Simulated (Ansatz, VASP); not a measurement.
Code comparison for CdPd (P1, 2 atoms in the cell)

Self-consistent single point.

```yaml
crystal:
  lattice:
    - [3.03726, 0.00000, 0.00000]
    - [0.00000, 3.03726, 0.00000]
    - [0.00000, 0.00000, 3.69349]
  atoms:
    - { symbol: Cd, position: [0.98910, 0.00840, 0.99958] }
    - { symbol: Pd, position: [0.51090, 0.49160, 0.50042] }
```

Shared settings, as Ansatz (a program for electronic structure) writes them: kpoints.mp_grid.grid = 9 9 8; magnetization.spin_orbit = true; scf.occupations.method = fermi_dirac; scf.occupations.width = 0.0073 Ry. Potentials and cutoffs stand in the table.

```csv
code,model,pressure (GPa),largest force (eV/Å),cutoff
Ansatz,"LDA (PW92) with spin-orbit coupling, PAW files made with PBE",-8.72,0.292,default
VASP,"LDA (PZ), spin-orbit coupling, VASP's LDA PAW potentials (set 64)",-7.63,0.307,300 eV
```

The spread over the programs that give each value: pressure within 1.09 GPa; largest force within 0.015 eV/Å.

Ansatz's pressure is given at a fixed set of plane waves, as the other plane-wave codes print theirs; with its correction for the finite basis it is -8.62 GPa. The same LDA comes in different parametrisations, which differ slightly.

VASP's run is marked for a possible Pulay error in its stress at this cutoff; no cutoff test was made.

The starting cell comes from a database of computed structures (which also holds hypothetical and non-ambient phases and stackings), without a prior relaxation at this level. Its atoms were displaced at random from the sites of space group no. 123.

Keys are those of Ansatz 0.2.
